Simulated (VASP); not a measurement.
Here is the system:

SrCl$_{2}$ is taken in the cubic space group Fm-3m (No. 225), the fluorite structure, Pearson symbol cF12. Cell: a = b = c = 7.156 Å, α = β = γ = 90.00°. Sr on 4a has 8 Cl at 3.099 Å (cubic). Cl on 8c sees 4 Sr at 3.099 Å (tetrahedral). (Neighbours: up to the widest gap in distance over summed covalent radii, below 1.35, at either atom; cation-cation and far metal-metal contacts left out.)
(The calculation used a cell of 3 atoms; values per cell refer to that cell.)

Level of theory: revPBE GGA, VASP's PBE PAW potentials (set 64) (plane waves; VASP). Settings: 520 eV cut-off, 6×6×6 Γ-centred mesh, Gaussian smearing of 0.050 eV, potentials Sr_sv Cl.

Give the energy at these volumes per atom, relative to the lowest: 28.61, 29.52, 30.44, 31.35, 32.26 Å³.

12.5, 3.2, 0.0, 1.8, 8.0 meV/atom. A third-order Birch-Murnaghan fit gives B0 = 29.2 GPa and B0′ = 4.6.

Measured: a 6.974 Å (computed value off by +2.6 %), as given by Kanchana et al., Calculated structural, elastic and electronic properties of SrCl2 (2010). The calculation is for a static lattice, while the measured a holds thermal and zero-point effects, which are part of the difference.

The compound is SrCl2 in the fluorite structure. It was relaxed first, which changed the volume by +8 %.
